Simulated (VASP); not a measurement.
Calculation: SCAN meta-GGA, VASP's PBE PAW potentials (set 64) (plane waves; VASP).

Input for VASP

**POSCAR**
```
MgS
1
    0.0000000000     2.5388142419     2.5388142419
    2.5388142419     0.0000000000     2.5388142419
    2.5388142419     2.5388142419     0.0000000000
Mg S
1 1
Direct
  0.0000000000   0.0000000000   0.0000000000
  0.5000000000   0.5000000000   0.5000000000
```

### KPOINTS
```
Automatic
0
G
 9 9 9
```

### INCAR
```
ENCUT  =  520
ISMEAR  =  0   ! Gaussian
METAGGA  =  SCAN
LREAL  =  .FALSE.   ! projection in real space or not
NELM  =  100
ALGO  =  Normal
SIGMA  =  0.05
EDIFF  =  1E-7   ! SCF stop (eV)
LCHARG  =  .FALSE.
ISIF  =  2   ! forces and stress, cell fixed
PREC  =  Accurate
LWAVE  =  .FALSE.
SYSTEM  =  MgS
LASPH  =  .TRUE.   ! aspherical one-centre terms
LMIXTAU  =  .TRUE.
```

POTCAR, in this order: Mg S (PBE.64 set). Program: vasp_std.

The resulting files:

**OUTCAR**
```
 ion  position               nearest neighbor table
   1  0.000  0.000  0.000-   2 2.54   2 2.54   2 2.54   2 2.54   2 2.54   2 2.54
   2  0.500  0.500  0.500-   1 2.54   1 2.54   1 2.54   1 2.54   1 2.54   1 2.54
  LATTYP: Found a face centered cubic cell.
 ALAT       =     5.0776284838
 Subroutine PRICEL returns:
 Original cell was already a primitive cell.
 Subroutine GETGRP returns: Found 48 space group operations
The static configuration has the point symmetry O_h .
The dynamic configuration has the point symmetry O_h .
 Subroutine INISYM returns: Found 48 space group operations
 Subroutine IBZKPT returns following result:
 Found     35 irreducible k-points:

 Following reciprocal coordinates:
            Coordinates               Weight
  0.000000  0.000000  0.000000      1.000000
  0.111111  0.000000  0.000000      8.000000
  0.222222  0.000000  0.000000      8.000000
  0.333333  0.000000  0.000000      8.000000
  0.444444  0.000000  0.000000      8.000000
  0.111111  0.111111  0.000000      6.000000
  0.222222  0.111111  0.000000     24.000000
  0.333333  0.111111  0.000000     24.000000
  0.444444  0.111111  0.000000     24.000000
 -0.444444  0.111111  0.000000     24.000000
 -0.333333  0.111111  0.000000     24.000000
 -0.222222  0.111111  0.000000     24.000000
 -0.111111  0.111111  0.000000     12.000000
  0.222222  0.222222  0.000000      6.000000
  0.333333  0.222222  0.000000     24.000000
  0.444444  0.222222  0.000000     24.000000
 -0.444444  0.222222  0.000000     24.000000
 -0.333333  0.222222  0.000000     24.000000
 -0.222222  0.222222  0.000000     12.000000
  0.333333  0.333333  0.000000      6.000000
  0.444444  0.333333  0.000000     24.000000
 -0.444444  0.333333  0.000000     24.000000
 -0.333333  0.333333  0.000000     12.000000
  0.444444  0.444444  0.000000      6.000000
 -0.444444  0.444444  0.000000     12.000000
  0.333333  0.222222  0.111111     24.000000
  0.444444  0.222222  0.111111     48.000000
 -0.444444  0.222222  0.111111     48.000000
  0.444444  0.333333  0.111111     24.000000
 -0.444444  0.333333  0.111111     48.000000
 -0.333333  0.333333  0.111111     48.000000
 -0.222222  0.333333  0.111111     24.000000
 -0.444444  0.444444  0.111111     24.000000
 -0.333333  0.444444  0.111111     24.000000
 -0.333333  0.444444  0.222222     24.000000
   k-points           NKPTS =     35   k-points in BZ     NKDIM =     35   number of bands    NBANDS=      8
   number of dos      NEDOS =    301   number of ions     NIONS =      2
   total plane-waves  NPLWV =  21952
   dimension x,y,z NGX =    28 NGY =   28 NGZ =   28
   dimension x,y,z NGXF=    56 NGYF=   56 NGZF=   56
   ions per type =               1   1
   PREC   = accura    normal or accurate (medium, high low for compatibility)
   ISTART =      0    job   : 0-new  1-cont  2-samecut
   ICHARG =      2    charge: 1-file 2-atom 10-const
   ISPIN  =      1    spin polarized calculation?
   LNONCOLLINEAR =      F non collinear calculations
   LSORBIT =      F    spin-orbit coupling
   INIWAV =      1    electr: 0-lowe 1-rand  2-diag
   ENCUT  =  520.0 eV  38.22 Ry    6.18 a.u.   6.68  6.68  6.68*2*pi/ulx,y,z
   NELM   =    100;   NELMIN=  2; NELMDL= -5     # of ELM steps
   EDIFF  = 0.1E-06   stopping-criterion for ELM
   LREAL  =      F    real-space projection
   NLSPLINE    = F    spline interpolate recip. space projectors
   LMAXMIX     =    2 max onsite mixed and CHGCAR
   VOSKOWN=      0    Vosko Wilk Nusair interpolation
   EDIFFG = 0.1E-05   stopping-criterion for IOM
   NSW    =      0    number of steps for IOM
   NBLOCK =      1;   KBLOCK =      1    inner block; outer block
   IBRION =     -1    ionic relax: 0-MD 1-quasi-New 2-CG
...
```

**OSZICAR**
```
       N       E                     dE             d eps       ncg     rms          rms(c)
DAV:   1     0.973411861602E+01    0.97341E+01   -0.37691E+03   600   0.835E+02
DAV:   2    -0.187657500551E+02   -0.28500E+02   -0.27226E+02   800   0.109E+02
DAV:   3    -0.195263911537E+02   -0.76064E+00   -0.76064E+00   712   0.239E+01
DAV:   4    -0.195293485882E+02   -0.29574E-02   -0.29574E-02   920   0.153E+00
DAV:   5    -0.195293506314E+02   -0.20432E-05   -0.20432E-05   736   0.396E-02    0.516E+00
DAV:   6    -0.175021502018E+02    0.20272E+01   -0.10636E+00   608   0.745E+00    0.432E+00
DAV:   7    -0.177657964634E+02   -0.26365E+00   -0.30744E-01   560   0.508E+00    0.267E+00
DAV:   8    -0.177597459714E+02    0.60505E-02   -0.33097E-01   640   0.543E+00    0.135E+00
DAV:   9    -0.176845467783E+02    0.75199E-01   -0.21571E-01   560   0.497E+00    0.890E-01
DAV:  10    -0.179138738306E+02   -0.22933E+00   -0.15117E-01   560   0.434E+00    0.198E-01
DAV:  11    -0.179142259525E+02   -0.35212E-03   -0.10567E-03   864   0.416E-01    0.142E-01
DAV:  12    -0.179142061426E+02    0.19810E-04   -0.12877E-06   728   0.201E-02    0.143E-01
DAV:  13    -0.179168146162E+02   -0.26085E-02   -0.36805E-04   560   0.288E-01    0.393E-02
DAV:  14    -0.179141321898E+02    0.26824E-02   -0.13861E-03   560   0.593E-01    0.699E-02
DAV:  15    -0.179140056541E+02    0.12654E-03   -0.25474E-05   616   0.640E-02    0.615E-02
DAV:  16    -0.179140178241E+02   -0.12170E-04   -0.46672E-05   560   0.114E-01    0.557E-02
DAV:  17    -0.179140078503E+02    0.99739E-05   -0.15763E-05   560   0.669E-02    0.400E-02
DAV:  18    -0.179140077779E+02    0.72419E-07   -0.31917E-06   576   0.291E-02    0.353E-02
DAV:  19    -0.179140040545E+02    0.37234E-05   -0.58721E-07   736   0.716E-03    0.246E-02
DAV:  20    -0.179140065261E+02   -0.24716E-05   -0.93823E-07   568   0.127E-02    0.113E-02
DAV:  21    -0.179140059480E+02    0.57803E-06   -0.10856E-07   592   0.505E-03    0.802E-03
DAV:  22    -0.179140063942E+02   -0.44621E-06   -0.10804E-07   560   0.586E-03    0.321E-03
DAV:  23    -0.179140062984E+02    0.95818E-07   -0.46983E-08   560   0.362E-03
   1 F= -.17914006E+02 E0= -.17914006E+02  d E =-.132719E-10
```

File OUTCAR:
```
------------------------ aborting loop because EDIFF is reached ----------------------------------------
  FORCE on cell =-STRESS in cart. coord.  units (eV):
  Direction    XX          YY          ZZ          XY          YZ          ZX
  --------------------------------------------------------------------------------------
  Total        1.1772804      1.1772804      1.1772804      0.0000000      0.0000000     -0.0000000
  in kB       57.6325364     57.6325364     57.6325364      0.0000000      0.0000000     -0.0000000
  external PRESSURE =      57.6325364 kB  Pullay stress =       0.0000000 kB
  volume of cell :       32.73
      direct lattice vectors                 reciprocal lattice vectors
     0.000000000  2.538814242  2.538814242    -0.196942333  0.196942333  0.196942333
     2.538814242  0.000000000  2.538814242     0.196942333 -0.196942333  0.196942333
     2.538814242  2.538814242  0.000000000     0.196942333  0.196942333 -0.196942333
 POSITION                                       TOTAL-FORCE (eV/Angst)
 -----------------------------------------------------------------------------------
      0.00000      0.00000      0.00000         0.000000      0.000000      0.000000
      2.53881      2.53881      2.53881        -0.000000     -0.000000     -0.000000
 -----------------------------------------------------------------------------------
    total drift:                                0.000000      0.000000      0.000000
  FREE ENERGIE OF THE ION-ELECTRON SYSTEM (eV)
  ---------------------------------------------------
  free  energy   TOTEN  =       -17.9140062984 eV

  energy  without entropy=      -17.9140062984  energy(sigma->0) =      -17.91400630
```
(Selected blocks of OUTCAR.)

The compound is MgS in the rock salt structure. This cell is one point of a volume scan, at 0.94 of the reference volume.
